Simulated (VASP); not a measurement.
Level of theory: r2SCAN meta-GGA, VASP's PBE PAW potentials (set 64) (plane waves; VASP).

VASP ran on this input.

**INCAR**
```
SYSTEM = HfO2
PREC = Accurate; ENCUT = 520; LREAL = F
LASPH = T; NBANDS = 78
EDIFF = 1E-7; NELM = 100; ALGO = Normal
LMAXMIX = 6; LMIXTAU = T
ISMEAR = 0; SIGMA = 0.01
METAGGA = R2SCAN
LWAVE = F; LCHARG = F; NEDOS = 1001
LOPTICS = T; LPEAD = T; CSHIFT = 0.1
```

File POSCAR:
```
HfO2
1
    4.8156560682    -0.0000000000     0.0000000000
    0.0000000000     4.8156560682     0.0000000000
    0.0000000000     0.0000000000     3.2059611979
Hf O
2 4
Direct
  0.0000000000   0.0000000000   0.0000000000
  0.5000000000   0.5000000000   0.5000000000
  0.1949291066   0.8050708934   0.5000000000
  0.8050708934   0.1949291066   0.5000000000
  0.6949291066   0.6949291066   0.0000000000
  0.3050708934   0.3050708934   0.0000000000
```

### KPOINTS
```
Automatic mesh
0
G
 6 6 9
0 0 0
```

POTCAR, in this order: Hf_pv O (PBE.64 set). Program: vasp_std.

What will the output report for the number of irreducible k-points (NKPTS), largest plane-wave count, number of space-group operations, FFT grid (NGX, NGY, NGZ)?

```yaml
number of irreducible k-points (NKPTS): 50
largest_plane_wave_count: 2036
number_of_space_group_operations: 16
FFT grid (NGX, NGY, NGZ): 36 × 36 × 24
```

The structure comes from a computed database's HfO2 entry (P4_2/mnm); how it stands against other phases isn't given here. It was relaxed first.
